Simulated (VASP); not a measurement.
Level of theory: LDA (Ceperley-Alder, Perdew-Zunger), VASP's LDA PAW potentials (set 64) (plane waves; VASP 6.6.1).

VASP ran on this input.

### INCAR
```
! general
SYSTEM = Li
PREC   = Accurate
ENCUT  = 520
LREAL  = .False.
LASPH  = .True.

! electronic loop
EDIFF  = 1E-6
NELM   = 100
ALGO   = Normal

! smearing
ISMEAR = 1
SIGMA  = 0.1

! ions
IBRION = 2
NSW    = 60
ISIF   = 3
EDIFFG = -0.01

! output
LWAVE  = .False.
LCHARG = .False.
```

**POSCAR**
```
Li
1.0
 -1.6766740298   1.6766740298   1.6766740298
  1.6766740298  -1.6766740298   1.6766740298
  1.6766740298   1.6766740298  -1.6766740298
Li
1
Direct
  0.0000000000   1.0000000000   1.0000000000
```

KPOINTS:
```
Automatic mesh
0
G
14 14 14
0 0 0
```

POTCAR, in this order: Li_sv (LDA.64 set). Program: vasp_std.

The resulting files:

File OSZICAR:
```
       N       E                     dE             d eps       ncg     rms          rms(c)
DAV:   1     0.261796724442E+00    0.26180E+00   -0.72167E+02  1050   0.429E+02
DAV:   2    -0.192981291809E+01   -0.21916E+01   -0.20645E+01  1360   0.568E+01
DAV:   3    -0.204054396334E+01   -0.11073E+00   -0.11037E+00  1340   0.917E+00
DAV:   4    -0.204344222480E+01   -0.28983E-02   -0.28866E-02  1370   0.142E+00
DAV:   5    -0.204348256643E+01   -0.40342E-04   -0.40342E-04  1335   0.129E-01    0.190E-01
DAV:   6    -0.204270016418E+01    0.78240E-03   -0.42834E-04  1745   0.132E-01    0.112E-01
DAV:   7    -0.204235632397E+01    0.34384E-03   -0.10378E-03  1880   0.206E-01    0.325E-02
DAV:   8    -0.204235864372E+01   -0.23197E-05   -0.29533E-05  1175   0.614E-02    0.180E-03
DAV:   9    -0.204235895984E+01   -0.31613E-06   -0.16603E-06   945   0.166E-02
   1 F= -.20423590E+01 E0= -.20420700E+01  d E =-.204236E+01
```

### OUTCAR
```
------------------------ aborting loop because EDIFF is reached ----------------------------------------
  FORCE on cell =-STRESS in cart. coord.  units (eV):
  Direction    XX          YY          ZZ          XY          YZ          ZX
  --------------------------------------------------------------------------------------
  Total        0.0048705      0.0048705      0.0048705     -0.0000000     -0.0000000      0.0000000
  in kB        0.4138810      0.4138810      0.4138810     -0.0000000     -0.0000000      0.0000000
  external PRESSURE =       0.4138810 kB  Pullay stress =       0.0000000 kB
  volume of cell :       18.85
      direct lattice vectors                 reciprocal lattice vectors
    -1.676674030  1.676674030  1.676674030     0.000000000  0.298209426  0.298209426
     1.676674030 -1.676674030  1.676674030     0.298209426  0.000000000  0.298209426
     1.676674030  1.676674030 -1.676674030     0.298209426  0.298209426  0.000000000
 POSITION                                       TOTAL-FORCE (eV/Angst)
 -----------------------------------------------------------------------------------
      0.00000      0.00000      0.00000        -0.000000      0.000000     -0.000000
 -----------------------------------------------------------------------------------
    total drift:                               -0.000000     -0.000000      0.000000
  FREE ENERGIE OF THE ION-ELECTRON SYSTEM (eV)
  ---------------------------------------------------
  free  energy   TOTEN  =        -2.0423589598 eV

  energy  without entropy=       -2.0414919942  energy(sigma->0) =       -2.04206997

 reached required accuracy - stopping structural energy minimisation
```
(Selected blocks of OUTCAR.)

The compound is Li in the bcc structure. It was relaxed first, which changed the volume by -11 %. The start is the result of an earlier pass.
